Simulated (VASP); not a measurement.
# RbNiO2 (Fd-3m) in VASP: equation of state

Aim: energy against volume of RbNiO2 in PBE, for its equilibrium volume and stiffness.

All numbers are computed with VASP 6.6.1; they aren't measurements. Logs are shortened: lines on timing, memory, paths and dates and some standing lists are left out, and cuts for length are marked.

## 1. Starting point

The structure is cubic, space group Fd-3m (No. 227). The conventional cell has a = 8.456 Å, b = 8.456 Å, c = 8.456 Å, α = 90.00°, β = 90.00°, γ = 90.00°. Rb (site symmetry -43m) is surrounded by 12 O at 3.51 Å and 4 Rb at 3.66 Å and 4 Ni at 3.66 Å. Ni (site symmetry -43m) has 4 O at 1.83 Å as nearest neighbours. O (site symmetry -3m) has 2 Ni at 1.83 Å as nearest neighbours.

The cell comes from a database or a generator and needn't be the stable form of this composition.

## 2. Equation of state, PBE, collinear spin, ferromagnetic start, 17.76 Å³/atom (volume scaled by 0.94)

The input, INCAR:

```
SYSTEM = RbNiO2
  PREC = Accurate
  ENCUT = 520
  EDIFF = 1E-7
  ISMEAR = -1
  SIGMA = 0.05
  LREAL = .FALSE.
  LASPH = .TRUE.
  NELM = 120
  ALGO = Normal
  ISIF = 2
  LWAVE = .FALSE.
  LCHARG = .FALSE.
  ISPIN = 2
  MAGMOM = 0 0 1 1 0 0 0 0
  LORBIT = 11
  LMAXMIX = 4
  GGA = PE
  NBANDS = 45
```

The input, KPOINTS:

```
regular mesh
0
G
  6 6 6
  0 0 0
```

The input, POSCAR:

```
RbNiO2
1.0
    0.0000000000      4.1416861493      4.1416861493
    4.1416861493      0.0000000000      4.1416861493
    4.1416861493      4.1416861493      0.0000000000
Rb Ni O
2 2 4
Direct
    0.7500000000      0.7500000000      0.7500000000
    0.5000000000      0.5000000000      0.5000000000
    0.2500000000      0.2500000000      0.2500000000
    0.0000000000      0.0000000000      0.0000000000
    0.1250000000      0.6250000000      0.1250000000
    0.1250000000      0.1250000000      0.6250000000
    0.6250000000      0.1250000000      0.1250000000
    0.1250000000      0.1250000000      0.1250000000
```

Potentials or basis: VASP PAW PBE potentials, release 64 (Rb_sv, Ni, O).

Run with:

```console
> cat potpaw_PBE.64/Rb_sv/POTCAR potpaw_PBE.64/Ni/POTCAR potpaw_PBE.64/O/POTCAR > POTCAR
> mpirun -np 1 vasp_std > vasp.out
```

OUTCAR:

```text
SYSTEM = RbNiO2
   PREC = Accurate
   ENCUT = 520
   EDIFF = 1E-7
   ISMEAR = -1
   LREAL = .FALSE.
   LASPH = .TRUE.
   NELM = 120
   ISIF = 2
   ISPIN = 2
   LORBIT = 11
   GGA = PE

 Found     16 irreducible k-points:

 Following reciprocal coordinates:
            Coordinates               Weight
  0.000000  0.000000  0.000000      1.000000
  0.166667  0.000000  0.000000      8.000000
  0.333333  0.000000  0.000000      8.000000
  0.500000  0.000000  0.000000      4.000000
  0.166667  0.166667  0.000000      6.000000
  0.333333  0.166667  0.000000     24.000000
   k-points           NKPTS =     16   k-points in BZ     NKDIM =     16   number of bands    NBANDS=     45
   number of dos      NEDOS =    301   number of ions     NIONS =      8
   total plane-waves  NPLWV = 110592
   dimension x,y,z NGX =    48 NGY =   48 NGZ =   48
   dimension x,y,z NGXF=    96 NGYF=   96 NGZF=   96
   ions per type =               2   2   4
   NGX,Y,Z   is equivalent  to a cutoff of  13.62, 13.62, 13.62 a.u.
   NGXF,Y,Z  is equivalent  to a cutoff of  27.25, 27.25, 27.25 a.u.
 SYSTEM =  RbNiO2
   PREC   = accura    normal or accurate (medium, high low for compatibility)
   ISTART =      0    job   : 0-new  1-cont  2-samecut
   ICHARG =      2    charge: 1-file 2-atom 10-const
   ISPIN  =      2    spin polarized calculation?
   LNONCOLLINEAR =      F non collinear calculations
   LSORBIT =      F    spin-orbit coupling
   LASPH  =      T    aspherical Exc in radial PAW
   ENCUT  =  520.0 eV  38.22 Ry    6.18 a.u.  10.89 10.89 10.89*2*pi/ulx,y,z
   NELM   =    120;   NELMIN=  2; NELMDL= -5     # of ELM steps
   EDIFF  = 0.1E-06   stopping-criterion for ELM
   LREAL  =      F    real-space projection
   EDIFFG = 0.1E-05   stopping-criterion for IOM
   NSW    =      0    number of steps for IOM
   IBRION =     -1    ionic relax: 0-MD 1-quasi-New 2-CG
   NFREE  =      0    steps in history (QN), initial steepest desc. (CG)
   ISIF   =      2    stress and relaxation
   ISYM   =      2    0-nonsym 1-usesym 2-fastsym
   POTIM  = 0.5000    time-step for ionic-motion
   TEBEG  =    0.0;   TEEND  =   0.0 temperature during run
   PSTRESS=    0.0 pullay stress
   NELECT =      62.0000    total number of electrons
   NUPDOWN=      -1.0000    fix difference up-down
   EMIN   =  10.00;   EMAX   =-10.00  energy-range for DOS
   EFERMI =   0.00;   METHOD = LEGACY
   ISMEAR =    -1;   SIGMA  =   0.05  broadening in eV -4-tet -1-fermi 0-gaus
   EFERMI_NEDOS =   21; number of points for ismear=-14 and -15
   IALGO  =     38    algorithm
   IMIX   =      4    mixing-type and parameters
     AMIX     =   0.40;   BMIX     =  1.00
     AMIX_MAG =   1.60;   BMIX_MAG =  1.00
  volume/ion in A,a.u.               =      17.76       119.86
  Fermi-wavevector in a.u.,A,eV,Ry     =   1.241704  2.346481 20.977867  1.541830
  Thomas-Fermi vector in A             =   2.376091
   LORBIT       =     11    0 simple, 1 ext, 2 COOP (PROOUT), +10 PAW based schemes
   GGA     = PE    functional components
   LHFCALC =     F    Hartree Fock is set to
   AEXX    =    0.0000 exact exchange contribution
   IVDW    =     0    specifies the selected vdW correction
[... 24 lines left out ...]
 fundamental gap:      0.0085191644
 Fermi energy:         2.4912307537

 spin component 1

 k-point     1 :       0.0000    0.0000    0.0000
  band No.  band energies     occupation
      1     -25.2173      1.00000
      2     -25.0457      1.00000
      3     -16.0740      1.00000
      4     -15.3628      1.00000
      5     -15.3628      1.00000
      6     -15.3628      1.00000
[... 265 lines left out ...]
     42       9.4568      0.00000
     43       9.5530      0.00000

 [... further k-points ...]

 spin component 2

 k-point     1 :       0.0000    0.0000    0.0000
  band No.  band energies     occupation
      1     -25.2166      1.00000
      2     -25.0451      1.00000
      3     -15.9790      1.00000
      4     -15.2598      1.00000
      5     -15.2598      1.00000
      6     -15.2598      1.00000
[... 265 lines left out ...]
     42       9.4840      0.00000
     43       9.5799      0.00000

 [... further k-points ...]

 [bands above 43 left out]

------------------------ aborting loop because EDIFF is reached ----------------------------------------

  FORCE on cell =-STRESS in cart. coord.  units (eV):
  Direction    XX          YY          ZZ          XY          YZ          ZX
  --------------------------------------------------------------------------------------
  -------------------------------------------------------------------------------------
  Total        1.0844944      1.0844944      1.0844944     -0.0000000      0.0000000     -0.0000000
  in kB       12.2285894     12.2285894     12.2285894     -0.0000000      0.0000000     -0.0000000
  external PRESSURE =      12.2285894 kB  Pullay stress =       0.0000000 kB

 VOLUME and BASIS-vectors are now :
 -----------------------------------------------------------------------------
  energy-cutoff  :      520.00
  volume of cell :      142.09
      direct lattice vectors                 reciprocal lattice vectors
     0.000000000  4.141686149  4.141686149    -0.120723778  0.120723778  0.120723778
     4.141686149  0.000000000  4.141686149     0.120723778 -0.120723778  0.120723778
     4.141686149  4.141686149  0.000000000     0.120723778  0.120723778 -0.120723778

 POSITION                                       TOTAL-FORCE (eV/Angst)
 -----------------------------------------------------------------------------------
      6.21253      6.21253      6.21253         0.000000     -0.000000     -0.000000
      4.14169      4.14169      4.14169         0.000000     -0.000000     -0.000000
      2.07084      2.07084      2.07084         0.000000      0.000000      0.000000
      0.00000      0.00000      0.00000        -0.000000     -0.000000     -0.000000
      3.10626      1.03542      3.10626         0.000000     -0.000000     -0.000000
      3.10626      3.10626      1.03542         0.000000     -0.000000     -0.000000
      1.03542      3.10626      3.10626         0.000000     -0.000000     -0.000000
      1.03542      1.03542      1.03542         0.000000     -0.000000     -0.000000
 -----------------------------------------------------------------------------------
    total drift:                                0.000000      0.000000      0.000000

  FREE ENERGIE OF THE ION-ELECTRON SYSTEM (eV)
  ---------------------------------------------------
  free  energy   TOTEN  =       -40.1117461954 eV

  energy  without entropy=      -40.0543883638  energy(sigma->0) =      -40.08306728

 total charge

# of ion       s       p       d       tot
------------------------------------------
    1        1.936   5.350   0.019   7.305
    2        1.936   5.350   0.019   7.305
    3        0.485   0.693   8.315   9.493
    4        0.485   0.693   8.315   9.493
    5        1.569   3.380   0.000   4.949
    6        1.569   3.380   0.000   4.949
    7        1.569   3.380   0.000   4.949
    8        1.569   3.380   0.000   4.949
--------------------------------------------------
tot         11.120  25.606  16.667  53.393

 magnetization (x)

# of ion       s       p       d       tot
------------------------------------------
    1        0.000   0.000   0.000   0.001
    2        0.000   0.000   0.000   0.001
    3        0.008  -0.000   0.310   0.318
    4        0.008  -0.000   0.310   0.318
    5        0.003   0.052   0.000   0.055
    6        0.003   0.052   0.000   0.055
    7        0.003   0.052   0.000   0.055
    8        0.003   0.052   0.000   0.055
--------------------------------------------------
tot          0.028   0.208   0.621   0.857
```

OSZICAR:

```text
N       E                     dE             d eps       ncg     rms          rms(c)
DAV:   1     0.614290819056E+03    0.61429E+03   -0.27527E+04  2880   0.140E+03
DAV:   2     0.382786613935E+02   -0.57601E+03   -0.52585E+03  3041   0.362E+02
[... 11 lines left out ...]
DAV:  14    -0.401117432531E+02   -0.21983E-04   -0.45256E-05  3683   0.482E-02    0.218E-02
DAV:  15    -0.401117467297E+02   -0.34766E-05   -0.25631E-05  4458   0.839E-02    0.143E-02
DAV:  16    -0.401117456836E+02    0.10461E-05   -0.58111E-06  4312   0.355E-02    0.473E-03
DAV:  17    -0.401117459729E+02   -0.28933E-06   -0.23821E-06  4196   0.946E-03    0.234E-03
DAV:  18    -0.401117461434E+02   -0.17049E-06   -0.12013E-07  2347   0.493E-03    0.114E-03
DAV:  19    -0.401117461954E+02   -0.51962E-07   -0.82236E-08  1895   0.151E-03
   1 F= -.40111746E+02 E0= -.40083067E+02  d E =-.573578E-01  mag=     0.9162
```

stdout:

```text
POSCAR found type information on POSCAR RbNiO
 POSCAR found :  3 types and       8 ions
 scaLAPACK will be used
 LDA part: xc-table for (Slater+PW92), standard interpolation
 POSCAR, INCAR and KPOINTS ok, starting setup
 FFT: planning ... GRIDC
 FFT: planning ... GRID_SOFT
 FFT: planning ... GRID
 WAVECAR not read
 entering main loop
```

It took 5.3 min on 1 thread of Intel Xeon Platinum 8488C (Sapphire Rapids), shared host; peak memory 0.48 GiB.

What came out:

```
Free energy                                           : -40.1117 eV
Pressure                                              : 1.2 GPa
Band gap on the k mesh                                : none (metal or under the smearing width)
Net moment                                            : 0.92 μB per cell
Site moments                                          : Rb +0.00; Ni +0.32; O +0.06 μB
Valence electrons inside the program's atomic spheres : Rb 7.30; Ni 9.49; O 4.95
```

Caveat: semilocal functionals often make such compounds metallic where correlation or magnetic order opens a gap, which also shifts bond lengths.

## 3. Equation of state, PBE, collinear spin, ferromagnetic start, 18.14 Å³/atom (volume scaled by 0.96)

The input, INCAR:

```
PREC = Accurate
ENCUT = 520
EDIFF = 1E-7
ISMEAR = -1
SIGMA = 0.05
LREAL = F
LASPH = T
NELM = 120
ALGO = Normal
ISIF = 2
LWAVE = F
LCHARG = F
ISPIN = 2
MAGMOM = 0 0 1 1 0 0 0 0
LORBIT = 11
LMAXMIX = 4
GGA = PE
NBANDS = 45
```

The input, KPOINTS:

```
regular mesh
0
Gamma
  6 6 6
```

Edit POSCAR of step 2 so:

```diff
@@ -2,5 +2,5 @@
 1.0
-    0.0000000000      4.1416861493      4.1416861493
-    4.1416861493      0.0000000000      4.1416861493
-    4.1416861493      4.1416861493      0.0000000000
+    0.0000000000      4.1708539142      4.1708539142
+    4.1708539142      0.0000000000      4.1708539142
+    4.1708539142      4.1708539142      0.0000000000
 Rb Ni O
```

Potentials or basis: VASP PAW PBE potentials, release 64 (Rb_sv, Ni, O).

Run with:

```console
> cat potpaw_PBE.64/Rb_sv/POTCAR potpaw_PBE.64/Ni/POTCAR potpaw_PBE.64/O/POTCAR > POTCAR
> mpirun -np 1 vasp_std > vasp.out
```

Run time: 5.1 min. Hardware: 1 thread of Intel Xeon Platinum 8488C (Sapphire Rapids), shared host; peak memory 0.49 GiB.

Results (log left out):

* Free energy: -40.1217 eV
* Pressure: -0.3 GPa
* Band gap on the k mesh: none (metal or under the smearing width)
* Net moment: 1.04 μB per cell
* Site moments: Rb +0.00; Ni +0.36; O +0.06 μB
* Valence electrons inside the program's atomic spheres: Rb 7.30; Ni 9.44; O 4.94

Caveat: semilocal functionals often make such compounds metallic where correlation or magnetic order opens a gap, which also shifts bond lengths.

## 4. Equation of state, PBE, collinear spin, ferromagnetic start, 18.52 Å³/atom (volume scaled by 0.98)

The input, INCAR:

```
SYSTEM = RbNiO2
PREC = Accurate
ENCUT = 520
EDIFF = 1E-7
ISMEAR = -1
SIGMA = 0.05
LREAL = .False.
LASPH = .True.
NELM = 150
ALGO = Normal
ISIF = 2
LWAVE = .False.
LCHARG = .False.
ISPIN = 2
MAGMOM = 0 0 1 1 0 0 0 0
LORBIT = 11
LMAXMIX = 4
GGA = PE
NBANDS = 45
```

The input, KPOINTS:

```
Automatic mesh
0
Gamma
  6 6 6
  0 0 0
```

Edit POSCAR of step 3 so:

```diff
@@ -2,5 +2,5 @@
 1.0
-    0.0000000000      4.1708539142      4.1708539142
-    4.1708539142      0.0000000000      4.1708539142
-    4.1708539142      4.1708539142      0.0000000000
+    0.0000000000      4.1996193329      4.1996193329
+    4.1996193329      0.0000000000      4.1996193329
+    4.1996193329      4.1996193329      0.0000000000
 Rb Ni O
```

Run with:

```console
> cat potpaw_PBE.64/Rb_sv/POTCAR potpaw_PBE.64/Ni/POTCAR potpaw_PBE.64/O/POTCAR > POTCAR
> mpirun -np 1 vasp_std > vasp.out
```

Wall time 5.1 min (1 thread of Intel Xeon Platinum 8488C (Sapphire Rapids), shared host); peak memory 0.49 GiB.

It converged, with:

```
Free energy                                           : -40.1037 eV
Pressure                                              : -1.7 GPa
Band gap on the k mesh                                : none (metal or under the smearing width)
Net moment                                            : 1.13 μB per cell
Site moments                                          : Rb +0.00; Ni +0.39; O +0.07 μB
Valence electrons inside the program's atomic spheres : Rb 7.30; Ni 9.38; O 4.93
```

Caveat: semilocal functionals often make such compounds metallic where correlation or magnetic order opens a gap, which also shifts bond lengths.

## 5. Equation of state, PBE, collinear spin, ferromagnetic start, 19.27 Å³/atom (volume scaled by 1.02)

The input, INCAR:

```
ALGO = Normal ; EDIFF = 1E-7
ENCUT = 520 ; GGA = PE
ISIF = 2 ; ISMEAR = -1
ISPIN = 2 ; LASPH = True
LCHARG = False ; LMAXMIX = 4
LORBIT = 11 ; LREAL = False
LWAVE = False ; MAGMOM = 0 0 1 1 0 0 0 0
NBANDS = 45 ; NELM = 120
PREC = Accurate ; SIGMA = 0.05
```

The input, KPOINTS:

```
k-points
0
Gamma
  6 6 6
```

Edit POSCAR of step 4 so:

```diff
@@ -2,5 +2,5 @@
 1.0
-    0.0000000000      4.1996193329      4.1996193329
-    4.1996193329      0.0000000000      4.1996193329
-    4.1996193329      4.1996193329      0.0000000000
+    0.0000000000      4.2559967895      4.2559967895
+    4.2559967895      0.0000000000      4.2559967895
+    4.2559967895      4.2559967895      0.0000000000
 Rb Ni O
```

Run with:

```console
> cat potpaw_PBE.64/Rb_sv/POTCAR potpaw_PBE.64/Ni/POTCAR potpaw_PBE.64/O/POTCAR > POTCAR
> mpirun -np 1 vasp_std > vasp.out
```

Wall time 5.1 min (1 thread of Intel Xeon Platinum 8488C (Sapphire Rapids), shared host); peak memory 0.49 GiB.

The run converged. Its results:

* Free energy: -39.9949 eV
* Pressure: -4.1 GPa
* Band gap on the k mesh: none (metal or under the smearing width)
* Net moment: 1.25 μB per cell
* Site moments: Rb +0.00; Ni +0.43; O +0.08 μB
* Valence electrons inside the program's atomic spheres: Rb 7.30; Ni 9.29; O 4.91

Caveat: semilocal functionals often make such compounds metallic where correlation or magnetic order opens a gap, which also shifts bond lengths.

## 6. Equation of state, PBE, collinear spin, ferromagnetic start, 19.65 Å³/atom (volume scaled by 1.04)

The input, INCAR:

```
SYSTEM = RbNiO2
  PREC = Accurate
  ENCUT = 520
  EDIFF = 1E-7
  ISMEAR = -1
  SIGMA = 0.05
  LREAL = .False.
  LASPH = .True.
  NELM = 150
  ALGO = Normal
  ISIF = 2
  LWAVE = .False.
  LCHARG = .False.
  ISPIN = 2
  MAGMOM = 0 0 1 1 0 0 0 0
  LORBIT = 11
  LMAXMIX = 4
  GGA = PE
  NBANDS = 45
```

The input, KPOINTS:

```
regular mesh
0
Gamma
  6 6 6
  0 0 0
```

Edit POSCAR of step 5 so:

```diff
@@ -2,5 +2,5 @@
 1.0
-    0.0000000000      4.2559967895      4.2559967895
-    4.2559967895      0.0000000000      4.2559967895
-    4.2559967895      4.2559967895      0.0000000000
+    0.0000000000      4.2836339067      4.2836339067
+    4.2836339067      0.0000000000      4.2836339067
+    4.2836339067      4.2836339067      0.0000000000
 Rb Ni O
```

Potentials or basis: VASP PAW PBE potentials, release 64 (Rb_sv, Ni, O).

Run with:

```console
> cat potpaw_PBE.64/Rb_sv/POTCAR potpaw_PBE.64/Ni/POTCAR potpaw_PBE.64/O/POTCAR > POTCAR
> mpirun -np 1 vasp_std > vasp.out
```

Wall time 5.2 min (1 thread of Intel Xeon Platinum 8488C (Sapphire Rapids), shared host); peak memory 0.49 GiB.

Results (log left out):

| Item | Value |
| --- | --- |
| Free energy | -39.9093 eV |
| Pressure | -5.1 GPa |
| Band gap on the k mesh | none (metal or under the smearing width) |
| Net moment | 1.30 μB per cell |
| Site moments | Rb +0.00; Ni +0.45; O +0.08 μB |
| Valence electrons inside the program's atomic spheres | Rb 7.30; Ni 9.24; O 4.91 |

Caveat: semilocal functionals often make such compounds metallic where correlation or magnetic order opens a gap, which also shifts bond lengths.

## 7. Equation of state, PBE, collinear spin, ferromagnetic start, 20.03 Å³/atom (volume scaled by 1.06)

The input, INCAR:

```
SYSTEM = RbNiO2
PREC     = Accurate       ! precision mode
ENCUT    = 520            ! plane-wave cutoff, eV
EDIFF    = 1E-7           ! SCF threshold, eV
ISMEAR   = -1             ! smearing method
SIGMA    = 0.05           ! smearing width, eV
LREAL    = .FALSE.        ! projectors in reciprocal space
LASPH    = .TRUE.         ! aspherical terms in the spheres
NELM     = 120            ! most SCF steps
ALGO     = Normal         ! electronic algorithm
ISIF     = 2              ! what is computed and relaxed
LWAVE    = .FALSE.        ! write WAVECAR
LCHARG   = .FALSE.        ! write CHGCAR
ISPIN    = 2              ! spin polarisation
MAGMOM   = 0 0 1 1 0 0 0 0 ! initial moments
LORBIT   = 11             ! projections on sites
LMAXMIX  = 4              ! l up to which the mixer works
GGA      = PE             ! functional
NBANDS   = 45             ! bands
```

The input, KPOINTS:

```
Automatic mesh
0
G
  6 6 6
  0 0 0
```

Edit POSCAR of step 6 so:

```diff
@@ -2,5 +2,5 @@
 1.0
-    0.0000000000      4.2836339067      4.2836339067
-    4.2836339067      0.0000000000      4.2836339067
-    4.2836339067      4.2836339067      0.0000000000
+    0.0000000000      4.3109189347      4.3109189347
+    4.3109189347      0.0000000000      4.3109189347
+    4.3109189347      4.3109189347      0.0000000000
 Rb Ni O
```

Run with:

```console
> cat potpaw_PBE.64/Rb_sv/POTCAR potpaw_PBE.64/Ni/POTCAR potpaw_PBE.64/O/POTCAR > POTCAR
> mpirun -np 1 vasp_std > vasp.out
```

It took 5 min on 1 thread of Intel Xeon Platinum 8488C (Sapphire Rapids), shared host; peak memory 0.5 GiB.

It converged, with:

```
Free energy                                           : -39.8058 eV
Pressure                                              : -6.0 GPa
Band gap on the k mesh                                : none (metal or under the smearing width)
Net moment                                            : 1.33 μB per cell
Site moments                                          : Rb +0.00; Ni +0.46; O +0.08 μB
Valence electrons inside the program's atomic spheres : Rb 7.30; Ni 9.20; O 4.90
```

Caveat: semilocal functionals often make such compounds metallic where correlation or magnetic order opens a gap, which also shifts bond lengths.

## 8. Equation of state, PBE, collinear spin, ferromagnetic start

No new run: the results of the series are fitted here.

What came out:

- Equilibrium volume: 18.08 Å³/atom
- Bulk modulus: 72 GPa
- Pressure derivative of the bulk modulus: 4.4

Energy against volume, from the lowest point:
```
volume (Å³/atom)  energy (meV/atom)
          17.761               1.24
          18.139               0.00
          18.517               2.25
          18.895               7.65
          19.273              15.85
          19.651              26.55
          20.029              39.48
```
